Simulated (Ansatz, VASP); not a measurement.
# Cross-check of Mo16S (S/Mo(110)) between VASP and Ansatz, part 2 of 3

Wanted: the spread between two codes on one cell, functional and k mesh. Of the first pair: The structure shown is the start of the Ansatz relaxation below; VASP solves that cell, so the two are compared at the walk's first step.

VASP 6.6.1 and Ansatz 0.2.0.

So far: The structure; Ansatz: relaxation, PBEsol.

**3. VASP: single point, PBEsol, start cell, pair 1**

Level of this step: PBEsol, no spin polarisation; plane waves and PAW (Mo_sv, S) (VASP).

The same cell, functional, mesh and smearing now go to VASP, with its own data sets.

Lines of VASP's logs that name or quote its potential files are left out, and so is its time.

Input file INCAR:

```
SYSTEM = Mo16S
PREC = Accurate
ENCUT = 400
EDIFF = 1E-06
NELM = 120
ISMEAR = -1
SIGMA = 0.1
LREAL = .FALSE.
ALGO = Normal
GGA = PS
NBANDS = 142
LASPH = .TRUE.
LORBIT = 11
LWAVE = .FALSE.
LCHARG = .FALSE.
ISIF = 2
LDIPOL = .TRUE.
IDIPOL = 3
DIPOL = 0.5 0.5 0.471
LVHAR = .TRUE.
GGA_COMPAT = .FALSE.
NELMDL = -8
KPAR = 4
```

Input file POSCAR:

```
Mo16S
1.0
    4.4547727214     -3.1500000000      0.0000000000
    4.4547727214      3.1500000000      0.0000000000
    0.0000000000      0.0000000000     26.7520369145
Mo S
16 1
Direct
    0.0000000000      0.0000000000      0.3364229808
    0.2499999844      0.2499999844      0.4196834071
    0.0000000000      0.0000000000      0.5021591830
    0.2499999844      0.2499999844      0.5807051272
    0.0000000000      0.5000000000      0.3364229808
    0.2500000000      0.7500000000      0.4196834071
    0.0000000000      0.5000000000      0.5021591830
    0.2500000000      0.7500000000      0.5807051272
    0.5000000000      0.0000000000      0.3364229808
    0.7500000000      0.2500000000      0.4196834071
    0.5000000000      0.0000000000      0.5021591830
    0.7500000000      0.2500000000      0.5807051272
    0.5000000000      0.5000000000      0.3364229808
    0.7500000156      0.7500000156      0.4196834071
    0.5000000000      0.5000000000      0.5021591830
    0.7500000156      0.7500000156      0.5807051272
    0.0000000000      0.0000000000      0.6635770224
```

Input file KPOINTS:

```
Automatic mesh
0
Gamma
6 6 1
0 0 0
```

PAW data sets: Mo_sv and S (PBE family, release 64).

The run is started by

```sh
> mpirun -np 4 vasp_std
```

Numbers of over 12 decimals in the logs are rounded to 6 here.

Log:

```text
[banner, memory and clock lines left out]
running    4 mpi-ranks, on    1 nodes
 distrk:  each k-point on    1 cores,    4 groups
 distr:  one band on    1 cores,    1 groups

 POSCAR found type information on POSCAR MoS
 POSCAR found :  2 types and      17 ions
|                                                                             |
|               ----> ADVICE to this user running VASP <----                  |
|                                                                             |
|     You have a (more or less) 'large supercell' and for larger cells it     |
|     might be more efficient to use real-space projection operators.         |
|     Therefore, try LREAL= Auto in the INCAR file.                           |
|     Mind: For very accurate calculation, you might also keep the            |
|     reciprocal projection scheme (i.e. LREAL=.FALSE.).                      |
|                                                                             |

|                                                                             |
|               ----> ADVICE to this user running VASP <----                  |
|                                                                             |
|     You enforced a specific xc type in the INCAR file but a different       |
|     [... a line on the potential file left out ...]
|     I HOPE YOU KNOW WHAT YOU ARE DOING!                                     |
|                                                                             |

 LDA part: xc-table for (Slater+PW92), standard interpolation
 POSCAR, INCAR and KPOINTS ok, starting setup
 FFT: planning ... GRIDC
 FFT: planning ... GRID_SOFT
 FFT: planning ... GRID
 WAVECAR not read
 entering main loop
       N       E                     dE             d eps       ncg     rms          rms(c)
DAV:   1     0.199512312805E+04    0.19951E+04   -0.13386E+05  5172   0.121E+03
DAV:   2    -0.112708472012E+03   -0.21078E+04   -0.20424E+04  4316   0.397E+02
DAV:   3    -0.194780560491E+03   -0.82072E+02   -0.78413E+02  4738   0.641E+01
DAV:   4    -0.198333124375E+03   -0.35526E+01   -0.34714E+01  4888   0.995E+00
DAV:   5    -0.198483144311E+03   -0.15002E+00   -0.14892E+00  4920   0.169E+00
DAV:   6    -0.198489082340E+03   -0.59380E-02   -0.59138E-02  4960   0.300E-01
DAV:   7    -0.198489414368E+03   -0.33203E-03   -0.33116E-03  4248   0.590E-02
DAV:   8    -0.198489436219E+03   -0.21851E-04   -0.21811E-04  4352   0.134E-02    0.590E+01
DAV:   9    -0.200036378899E+03   -0.15469E+01   -0.76657E+01  4792   0.293E+01    0.279E+01
DAV:  10    -0.598879426166E+03   -0.39884E+03   -0.30139E+03  5066   0.967E+01    0.937E+01
DAV:  11    -0.286733202361E+03    0.31215E+03   -0.57007E+02  4594   0.454E+01    0.503E+01
DAV:  12    -0.186912897708E+03    0.99820E+02   -0.26249E+02  5048   0.242E+01    0.187E+01
DAV:  13    -0.183018859613E+03    0.38940E+01   -0.10034E+02  4712   0.163E+01    0.762E+00
DAV:  14    -0.184627760956E+03   -0.16089E+01   -0.25874E+01  4848   0.100E+01    0.719E+00
[...]
DAV:  34    -0.184052186606E+03   -0.36294E-04   -0.19034E-06  2944   0.346E-03    0.194E-03
DAV:  35    -0.184052194501E+03   -0.78951E-05   -0.22203E-07  2432   0.116E-03    0.139E-03
DAV:  36    -0.184052201023E+03   -0.65222E-05   -0.30957E-07  2608   0.101E-03    0.902E-04
DAV:  37    -0.184052204950E+03   -0.39270E-05   -0.26830E-07  2506   0.104E-03    0.944E-04
DAV:  38    -0.184052207311E+03   -0.23603E-05   -0.67426E-08  2232   0.623E-04    0.357E-04
DAV:  39    -0.184052208730E+03   -0.14193E-05   -0.45439E-08  2242   0.602E-04    0.296E-04
DAV:  40    -0.184052210748E+03   -0.20177E-05   -0.43838E-08  2202   0.351E-04    0.223E-04
DAV:  41    -0.184052211373E+03   -0.62527E-06   -0.12972E-08  2146   0.234E-04
   1 F= -.18405221E+03 E0= -.18383621E+03  d E =-.432004E+00
```

From OUTCAR (step 3):

```text
ion  position               nearest neighbor table
   1  0.000  0.000  0.336-   6 2.73  10 2.73   9 2.73   5 2.73   5 2.73   9 2.73   2 3.15  14 3.15
                            13 3.15  13 3.15
   2  0.250  0.250  0.420-   7 2.71  11 2.71   9 2.73   5 2.73  10 2.73   6 2.73  10 2.73   6 2.73
                             3 3.14  15 3.14   1 3.15  13 3.15  14 3.15  14 3.15
   3  0.000  0.000  0.502-   8 2.63  12 2.63  10 2.71   6 2.71  11 2.73   7 2.73   7 2.73  11 2.73
                             4 3.06  16 3.06  14 3.14   2 3.14  15 3.15  15 3.15
   4  0.250  0.250  0.581-   7 2.63  11 2.63   8 2.73  12 2.73  12 2.73   8 2.73   3 3.06  15 3.06
                            17 3.14  16 3.15  16 3.15
   5  0.000  0.500  0.336-   2 2.73  14 2.73  13 2.73   1 2.73   1 2.73  13 2.73   6 3.15  10 3.15
                             9 3.15   9 3.15
   6  0.250  0.750  0.420-   3 2.71  15 2.71  13 2.73   1 2.73  14 2.73   2 2.73  14 2.73   2 2.73
                             7 3.14  11 3.14   9 3.15   5 3.15  10 3.15  10 3.15
   7  0.000  0.500  0.502-   4 2.63  16 2.63  14 2.71   2 2.71  15 2.73   3 2.73   3 2.73  15 2.73
                            12 3.06   8 3.06   6 3.14  10 3.14  11 3.15  11 3.15
   8  0.250  0.750  0.581-   3 2.63  15 2.63  17 2.72  16 2.73   4 2.73  16 2.73   4 2.73   7 3.06
                            11 3.06  12 3.15  12 3.15
   9  0.500  0.000  0.336-   2 2.73  14 2.73  13 2.73   1 2.73  13 2.73   1 2.73   6 3.15  10 3.15
                             5 3.15   5 3.15
  10  0.750  0.250  0.420-   3 2.71  15 2.71  13 2.73   1 2.73  14 2.73   2 2.73  14 2.73   2 2.73
                             7 3.14  11 3.14   9 3.15   5 3.15   6 3.15   6 3.15
  11  0.500  0.000  0.502-   4 2.63  16 2.63  14 2.71   2 2.71  15 2.73   3 2.73  15 2.73   3 2.73
                            12 3.06   8 3.06   6 3.14  10 3.14   7 3.15   7 3.15
  12  0.750  0.250  0.581-   3 2.63  15 2.63  17 2.72  16 2.73   4 2.73  16 2.73   4 2.73   7 3.06
                            11 3.06   8 3.15   8 3.15
  13  0.500  0.500  0.336-   6 2.73  10 2.73   9 2.73   5 2.73   9 2.73   5 2.73   2 3.15  14 3.15
                             1 3.15   1 3.15
  14  0.750  0.750  0.420-   7 2.71  11 2.71   9 2.73   5 2.73  10 2.73   6 2.73  10 2.73   6 2.73
                             3 3.14  15 3.14   1 3.15  13 3.15   2 3.15   2 3.15
  15  0.500  0.500  0.502-   8 2.63  12 2.63  10 2.71   6 2.71  11 2.73   7 2.73  11 2.73   7 2.73
                             4 3.06  16 3.06  14 3.14   2 3.14   3 3.15   3 3.15
  16  0.750  0.750  0.581-   7 2.63  11 2.63   8 2.73  12 2.73  12 2.73   8 2.73   3 3.06  15 3.06
                            17 3.14   4 3.15   4 3.15
  17  0.000  0.000  0.664-   8 2.72  12 2.72   4 3.14  16 3.14

  LATTYP: Found a base centered orthorhombic cell.
 ALAT       =     6.3000000000
 B/A-ratio  =     1.4142135623
 C/A-ratio  =     4.2463550658

 Subroutine GETGRP returns: Found  4 space group operations
 (whereof  4 operations were pure point group operations)

The static configuration has the point symmetry C_2v.

 Found     13 irreducible k-points:

   k-points           NKPTS =     13   k-points in BZ     NKDIM =     13   number of bands    NBANDS=    142

   dimension x,y,z NGX =    36 NGY =   36 NGZ =  180
   dimension x,y,z NGXF=    72 NGYF=   72 NGZF=  360

   ENCUT  =  400.0 eV  29.40 Ry    5.42 a.u.   8.90  8.90 43.63*2*pi/ulx,y,z

   NELECT =     230.0000    total number of electrons

 k-points in reciprocal lattice and weights: Automatic mesh
   0.00000000  0.00000000  0.00000000       0.028
   0.16666667 -0.00000000  0.00000000       0.111
   0.33333333 -0.00000000  0.00000000       0.111
   0.50000000 -0.00000000  0.00000000       0.056
   0.16666667  0.16666667  0.00000000       0.056
   0.33333333  0.16666667  0.00000000       0.111
   0.50000000  0.16666667  0.00000000       0.111
  -0.33333333  0.16666667  0.00000000       0.111
  -0.16666667  0.16666667  0.00000000       0.056
   0.33333333  0.33333333  0.00000000       0.056
   0.50000000  0.33333333  0.00000000       0.111
  -0.33333333  0.33333333  0.00000000       0.056
   0.50000000  0.50000000  0.00000000       0.028

 dipolmoment           0.000000      0.000000      0.119078 electrons x Angstroem

 average (electrostatic) potential at core
       1 -80.3644       2 -80.5371       3 -80.5050       4 -80.4123       5 -80.3728
       6 -80.5392       7 -80.4781       8 -80.4652       9 -80.3728      10 -80.5392
      11 -80.4781      12 -80.4652      13 -80.3755      14 -80.5371      15 -80.4065
      16 -80.4123      17 -90.3501

 E-fermi :   1.0626

 k-point     1 :       0.0000    0.0000    0.0000
  band No.  band energies     occupation
    ...
    105       0.0569      1.99991
    106       0.1418      1.99980
    107       0.2753      1.99924
    108       0.4891      1.99356
    109       0.6494      1.96839
    110       1.3845      0.07688
    111       1.4525      0.03971
    112       1.5835      0.01087
    113       1.8057      0.00118
    114       1.8700      0.00062
    ...

 k-point     2 :       0.1667   -0.0000    0.0000
  band No.  band energies     occupation
    ...
    107       0.0928      1.99988
    108       0.2671      1.99930
    109       0.3785      1.99786
    110       1.0515      1.05549
    111       1.1280      0.68428
    112       1.3469      0.11013
    113       1.5257      0.01929
    114       1.6277      0.00700
    115       1.6901      0.00376
    116       1.8291      0.00094
    ...

 k-point     3 :       0.3333   -0.0000    0.0000
  band No.  band energies     occupation
    ...
    111       0.5775      1.98448
    112       0.6137      1.97779
    113       0.6807      1.95705
    114       0.8075      1.85533
    115       1.0282      1.17048
    116       1.3050      0.16272
    117       1.4919      0.02696
    118       1.6629      0.00493
    119       1.7558      0.00195
    120       1.8418      0.00083
    ...

  Total      -21.2630363    -22.0520770    -14.9225961      0.0000000      0.0000000      0.0000000
  in kB      -45.3746101    -47.0583966    -31.8443223      0.0000000      0.0000000      0.0000000
  external PRESSURE =     -41.4257763 kB  Pullay stress =       0.0000000 kB

  energy-cutoff  :      400.00
  volume of cell :      750.80
      direct lattice vectors                 reciprocal lattice vectors
     4.454772721 -3.150000000  0.000000000     0.112239172 -0.158730159  0.000000000
     4.454772721  3.150000000  0.000000000     0.112239172  0.158730159  0.000000000
     0.000000000  0.000000000 26.752036914     0.000000000  0.000000000  0.037380331

 POSITION                                       TOTAL-FORCE (eV/Angst)
 -----------------------------------------------------------------------------------
      0.00000      0.00000      9.00000         0.000000      0.000000      0.691578
      2.22739      0.00000     11.22739        -0.014949      0.000000     -0.918969
      0.00000      0.00000     13.43378        -0.000000      0.000000     -0.246930
      2.22739      0.00000     15.53504        -0.115742      0.000000      0.883670
      2.22739      1.57500      9.00000        -0.000000      0.000000      0.850450
      4.45477      1.57500     11.22739        -0.000000     -0.106317     -0.647179
      2.22739      1.57500     13.43378         0.000000      0.000000      0.114054
      4.45477      1.57500     15.53504        -0.000000      0.321393      1.420526
      2.22739     -1.57500      9.00000        -0.000000      0.000000      0.850450
      4.45477     -1.57500     11.22739        -0.000000      0.106317     -0.647179
      2.22739     -1.57500     13.43378        -0.000000      0.000000      0.114054
      4.45477     -1.57500     15.53504        -0.000000     -0.321393      1.420526
      4.45477      0.00000      9.00000        -0.000000      0.000000      0.742017
      6.68216      0.00000     11.22739         0.014949      0.000000     -0.918969
      4.45477      0.00000     13.43378        -0.000000      0.000000     -0.862215
      6.68216      0.00000     15.53504         0.115742      0.000000      0.883670
      0.00000      0.00000     17.75204        -0.000000      0.000000     -3.729552
 -----------------------------------------------------------------------------------
    total drift:                                0.000000     -0.000000      0.000149

  FREE ENERGIE OF THE ION-ELECTRON SYSTEM (eV)
  ---------------------------------------------------
  free  energy   TOTEN  =      -184.0522113729 eV

  energy  without entropy=     -183.6202074664  energy(sigma->0) =     -183.83620942

 vacuum level on the upper side and lower side of the slab         6.592         5.824

 total charge
# of ion       s       p       d       tot
------------------------------------------
    1        2.376   6.129   3.878  12.383
    2        2.384   6.203   3.921  12.509
    3        2.393   6.218   3.966  12.577
    4        2.370   6.138   3.938  12.447
    5        2.375   6.129   3.878  12.382
    6        2.383   6.204   3.919  12.507
    7        2.392   6.217   3.968  12.578
    8        2.369   6.164   3.909  12.442
    9        2.375   6.129   3.878  12.382
   10        2.383   6.204   3.919  12.507
   11        2.392   6.217   3.968  12.578
   12        2.369   6.164   3.909  12.442
   13        2.374   6.130   3.877  12.381
   14        2.384   6.203   3.921  12.509
   15        2.393   6.218   3.976  12.588
   16        2.370   6.138   3.938  12.447
   17        1.362   2.181   0.000   3.543
--------------------------------------------------
tot         39.445 100.991  62.763 203.200

[... 3 further parts left out ...]
```

**4. Comparison**

Known differences besides the potentials themselves: the cutoff is 420 eV in Ansatz and 400 eV in VASP; Ansatz makes its cores anew for this functional, VASP keeps those of its PBE data sets. Total energies have different zeros and are not compared.

Forces on 7 of the 17 atoms, those with the largest forces and the largest differences (eV/Å; atoms numbered as in POSCAR):

```tsv
atom	Ansatz x, y, z	VASP x, y, z
Mo2	-0.015, 0.000, -0.914	-0.015, 0.000, -0.919
Mo4	-0.120, 0.000, 0.851	-0.116, 0.000, 0.884
Mo8	0.000, 0.324, 1.390	0.000, 0.321, 1.421
Mo12	0.000, -0.324, 1.390	0.000, -0.321, 1.421
Mo14	0.015, 0.000, -0.914	0.015, 0.000, -0.919
Mo16	0.120, 0.000, 0.851	0.116, 0.000, 0.884
S17	0.000, 0.000, -3.739	0.000, 0.000, -3.730
```

The forces differ by 11 meV/Å r.m.s., which is 1.6 % of the r.m.s. force of 0.708 eV/Å (both taken over all components). Where the cell holds vacuum, a pressure given here is an average over it and none of the material.

**5. Ansatz: relaxation, PBEsol**

This run makes the geometry at which the two programs are then compared.

The structure compared here is the end of the Ansatz relaxation.

This is the run of step 2 again, met here at its other cell.

**6. VASP: single point, PBEsol, relaxed atoms in a fixed cell, pair 2**

The same cell, functional, mesh and smearing now go to VASP, with its own data sets.

INCAR is that of step 3.

Input file POSCAR:

```
Mo16S
1.0
    4.4547727214     -3.1500000000      0.0000000000
    4.4547727214      3.1500000000      0.0000000000
    0.0000000000      0.0000000000     26.7520369145
Mo S
16 1
Direct
    0.0000000000      0.0000000000      0.3364229808
    0.2500000000      0.2500000000      0.4196834206
    0.0000000000      0.0000000000      0.5017462158
    0.2482565617      0.2482565617      0.5828700757
    0.0000000000      0.5000000000      0.3364229808
    0.2500000000      0.7500000000      0.4196834206
    0.0000000000      0.5000000000      0.5033804718
    0.2645577254      0.7354422746      0.5813518054
    0.5000000000      0.0000000000      0.3364229808
    0.7500000000      0.2500000000      0.4196834206
    0.5000000000      0.0000000000      0.5033804718
    0.7354422746      0.2645577254      0.5813518054
    0.5000000000      0.5000000000      0.3364229808
    0.7500000000      0.7500000000      0.4196834206
    0.5000000000      0.5000000000      0.4997780991
    0.7517434383      0.7517434383      0.5828700757
    0.0000000000      0.0000000000      0.6437603962
```

KPOINTS is that of step 3.

The run is started by

```sh
> mpirun -np 4 vasp_std
```

Log:

```text
[banner, memory and clock lines left out]
running    4 mpi-ranks, on    1 nodes
[...]
[... a notice as in an earlier step ...]

 [... a notice as in an earlier step ...]

 LDA part: xc-table for (Slater+PW92), standard interpolation
 POSCAR, INCAR and KPOINTS ok, starting setup
[...]
entering main loop
       N       E                     dE             d eps       ncg     rms          rms(c)
DAV:   1     0.200519308456E+04    0.20052E+04   -0.13391E+05  5148   0.121E+03
DAV:   2    -0.113582430688E+03   -0.21188E+04   -0.20521E+04  4266   0.398E+02
DAV:   3    -0.196068452458E+03   -0.82486E+02   -0.78984E+02  4720   0.646E+01
DAV:   4    -0.199683173470E+03   -0.36147E+01   -0.35339E+01  4864   0.101E+01
[...]
DAV:  39    -0.185328455193E+03   -0.11950E-05   -0.40531E-08  2128   0.694E-04    0.631E-04
DAV:  40    -0.185328456385E+03   -0.11926E-05   -0.12285E-08  2128   0.466E-04    0.298E-04
DAV:  41    -0.185328457306E+03   -0.92061E-06   -0.89568E-09  2128   0.314E-04
   1 F= -.18532846E+03 E0= -.18511178E+03  d E =-.433357E+00
```

From OUTCAR (step 6):

```text
  Total      -21.6933967    -18.4276097     -8.1157191      0.0000000      0.0000000      0.0000000
  in kB      -46.2929849    -39.3239044    -17.3186738      0.0000000      0.0000000      0.0000000
  external PRESSURE =     -34.3118543 kB  Pullay stress =       0.0000000 kB

 POSITION                                       TOTAL-FORCE (eV/Angst)
 -----------------------------------------------------------------------------------
      0.00000      0.00000      9.00000         0.000000     -0.000000      0.672784
      2.22739      0.00000     11.22739        -0.112959     -0.000000     -1.000209
      0.00000      0.00000     13.42273         0.000000     -0.000000      0.012108
      2.21185      0.00000     15.59296         0.011837     -0.000000      0.025204
      2.22739      1.57500      9.00000         0.000000     -0.000000      0.908205
      4.45477      1.57500     11.22739         0.000000     -0.026859     -0.652851
      2.22739      1.57500     13.46645         0.000000     -0.000000     -0.006814
      4.45477      1.48329     15.55234         0.000000     -0.008723      0.020992
      2.22739     -1.57500      9.00000         0.000000     -0.000000      0.908205
      4.45477     -1.57500     11.22739         0.000000      0.026859     -0.652851
      2.22739     -1.57500     13.46645         0.000000     -0.000000     -0.006814
      4.45477     -1.48329     15.55234         0.000000      0.008723      0.020992
      4.45477      0.00000      9.00000         0.000000     -0.000000      0.708148
      6.68216      0.00000     11.22739         0.112959     -0.000000     -1.000209
[...]
-----------------------------------------------------------------------------------
    total drift:                                0.000000      0.000000      0.001962

  FREE ENERGIE OF THE ION-ELECTRON SYSTEM (eV)
  ---------------------------------------------------
  free  energy   TOTEN  =      -185.3284573061 eV

  energy  without entropy=     -184.8950998456  energy(sigma->0) =     -185.11177858

[... 2 parts as in an earlier step ...]

[... 1 further part left out ...]
[key lines of the parts left out:]
E-fermi :   1.2944
```

**7. Differences**

The two programs side by side:

```tsv
quantity	Ansatz	VASP	difference
work function, lower of the two faces (eV)	4.78	4.78	0.00
work function, higher of the two faces (eV)	4.83	4.81	+0.01
```

Forces on 9 of the 17 atoms, those with the largest forces and the largest differences (eV/Å; atoms numbered as in POSCAR):

```tsv
atom	Ansatz x, y, z	VASP x, y, z
Mo1	0.000, 0.000, 0.694	0.000, 0.000, 0.673
Mo2	-0.113, 0.000, -0.997	-0.113, 0.000, -1.000
Mo4	0.011, 0.000, -0.003	0.012, 0.000, 0.025
Mo5	0.000, 0.000, 0.930	0.000, 0.000, 0.908
Mo9	0.000, 0.000, 0.930	0.000, 0.000, 0.908
Mo10	0.000, 0.027, -0.646	0.000, 0.027, -0.653
Mo13	0.000, 0.000, 0.730	0.000, 0.000, 0.708
Mo14	0.113, 0.000, -0.997	0.113, 0.000, -1.000
Mo16	-0.011, 0.000, -0.003	-0.012, 0.000, 0.025
```

The forces differ by 9.8 meV/Å r.m.s., which is 3.0 % of the r.m.s. force of 0.328 eV/Å (both taken over all components). Where the cell holds vacuum, a pressure given here is an average over it and none of the material.

(Continued in part 3 of 3.)

[Lines on the potential files, build, host, timing and source positions are cut from VASP's logs without a mark.]

[Logs are printed without paths, hosts, clocks, repeated set-up lines and the standing remarks that a program may print on its own settings, such as how far it seeks lower states.]

[Hosts, paths, dates, database ids (printed as entryN), source tags and the programs' standing remarks are cut or masked in the printed files.]
